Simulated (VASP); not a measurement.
Here is the system:

```xyz
4
Lattice="2.4899 0.0000 0.0000 -1.2450 2.1563 0.0000 0.0000 0.0000 7.0293" Properties=species:S:1:pos:R:3 pbc="T T T"
B      1.2450     0.7188     5.2719
B      0.0000     1.4375     1.7573
N      0.0000     0.0000     5.2719
N      0.0000     0.0000     1.7573
```

Method: LDA (Ceperley-Alder, Perdew-Zunger), VASP's LDA PAW potentials (set 64) (plane waves; VASP). Numerical set-up: 520 eV cut-off, 11×11×4 Γ-centred mesh, tetrahedra with Blöchl corrections, potentials B N.

Question: Predict the energy per atom (σ→0).

Answer: 
```yaml
energy per atom (σ→0): -9.634 eV/atom
```

Only differences to runs with the same potentials and settings are physical.

The structure comes from a computed database's BN entry (P6_3/mmc); how it stands against other phases isn't given here. It was relaxed first, which changed the volume by -6 %.
